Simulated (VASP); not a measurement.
# HfIn4SiO6: band structure with PBE

HfIn4SiO6:

```
Hf In Si O
1.0
     5.69867    0.00381    0.01559
    -0.70506    6.10815   -0.00575
    -2.73718   -1.39557    6.63076
Hf In Si O
1 4 1 6
Direct
  0.11793 0.01556 0.13292
  0.38842 0.99901 0.72891
  0.75865 0.00842 0.49586
  0.23461 0.48841 0.53300
  0.59649 0.48211 0.20528
  0.86778 0.44029 0.85544
  0.55316 0.38738 0.79290
  0.93454 0.38483 0.65596
  0.98414 0.26218 0.00347
  0.99083 0.69806 0.98452
  0.08665 0.06493 0.39374
  0.48680 0.10883 0.21799
```

The cell was built by a generator and needn't be a form met in nature.

```json
{
 "Program": "VASP 6.6.1",
 "Task": "band structure",
 "Functional": "PBE",
 "Potentials or basis": "VASP PAW PBE potentials, release 64 (Hf_pv, In_d, Si, O)",
 "Cutoff": "520 eV",
 "k mesh": "5 × 5 × 4",
 "Occupations": "fermi-dirac, width 0.05 eV",
 "Spin": "no spin polarisation",
 "Further INCAR settings": "ALGO = Fast; EDIFF = 1e-06; NBANDS = 63"
}
```

```yaml
Pressure: -0.2 GPa
Largest_force: 0.171 eV/Å
Band_gap_on_the_k_mesh: 0.88 eV, indirect (least direct gap 1.16 eV)
Band_gap_along_the_path: 1.16 eV, direct
```

Forces on the atoms (eV/Å):
```
Hf   0.003  0.021 -0.002
In  -0.002 -0.016  0.003
In  -0.008 -0.023  0.010
In   0.002  0.015 -0.015
In   0.001  0.014  0.001
Si   0.004 -0.001  0.037
O   -0.045 -0.002 -0.009
O    0.033  0.003 -0.039
O    0.049 -0.138  0.075
O    0.008  0.148  0.085
O    0.059  0.006 -0.106
O   -0.106 -0.027 -0.041
```

Stress tensor (GPa, compression positive):
```
-0.18  0.03  0.00
 0.03 -0.28 -0.03
 0.00 -0.03 -0.21
```

Levels at the corners of the path, in eV from the valence-band top:
```csv
point,band 47,band 48,band 49,band 50,band 51,band 52,band 53,band 54,band 55,band 56
X,-2.89,-2.62,-2.49,-1.23,-0.71,1.58,2.42,2.67,2.82,3.18
Γ,-2.99,-2.64,-1.90,-0.57,0.00,1.16,2.15,2.22,3.15,3.22
Γ,-2.99,-2.64,-1.90,-0.57,0.00,1.16,2.15,2.22,3.15,3.22
Y,-2.63,-2.38,-2.29,-1.04,-0.03,1.40,1.83,2.18,2.39,2.92
L,-2.85,-2.28,-2.03,-1.21,-0.85,1.64,2.02,2.13,2.40,3.11
Γ,-2.99,-2.64,-1.90,-0.57,0.00,1.16,2.15,2.22,3.15,3.22
Γ,-2.99,-2.64,-1.90,-0.57,0.00,1.16,2.15,2.22,3.15,3.22
Z,-2.73,-2.41,-1.79,-1.24,-0.71,1.27,1.81,2.10,2.38,3.53
N,-2.69,-2.31,-1.93,-1.23,-0.91,1.71,2.00,2.12,2.35,3.44
Γ,-2.99,-2.64,-1.90,-0.57,0.00,1.16,2.15,2.22,3.15,3.22
Γ,-2.99,-2.64,-1.90,-0.57,0.00,1.16,2.15,2.22,3.15,3.22
M,-2.70,-2.65,-2.47,-0.64,-0.15,1.40,1.86,2.44,2.72,3.45
R,-2.83,-2.69,-2.40,-1.17,-0.97,1.90,2.16,2.39,2.69,3.41
Γ,-2.99,-2.64,-1.90,-0.57,0.00,1.16,2.15,2.22,3.15,3.22
```

Wall time 6.8 min on 4 MPI ranks on AMD EPYC 7R13 Processor (Zen 3), on a shared host, peak memory 1.1 GiB a rank.

Caveat: spin-orbit coupling is left out, which moves the levels of the heavy elements.
